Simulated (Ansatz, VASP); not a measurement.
AlB2P3 in VASP and in Ansatz

```
Al B P
1.0
     5.48096    0.00000    0.00000
    -2.74048    4.74665    0.00000
     0.00000    0.00000    3.19021
Al B P
1 2 3
Cartesian
  0.0000 0.0000 0.0000
  0.0000 3.1644 0.0000
  2.7405 1.5822 0.0000
  2.7405 0.0000 1.5951
  1.3702 2.3733 1.5951
  -1.3702 2.3733 1.5951
```

Change from the starting cell: species swapped into the YCo3B2 type (P6/mmm, No. 191).

Alike in both runs: task single point; functional PBE; k mesh 6 × 6 × 6; occupations gaussian, width 0.1 eV; no spin polarisation.

```csv
,VASP,Ansatz
version,VASP 6.6.1,Ansatz 0.2.0
potentials or method,"VASP PAW PBE potentials, release 64 (Al, B, P)","scalar-relativistic, plane waves, PAW"
plane-wave cutoff (eV),520,420
valence electrons in the cell,24,24
```

|  | VASP | Ansatz | Ansatz less VASP |
| --- | --- | --- | --- |
| gap on the k mesh at the Fermi level (eV) | none | none | - |
| pressure (GPa) | -9.4 | -9.3 | +0.12 |
| largest component of the traceless stress (GPa) | 14.24 | 14.22 | -0.022 |

A gap of «none» marks a metal or a gap that the smearing closes. The functional is the same, so the differences come from potentials, cutoffs and numerics.
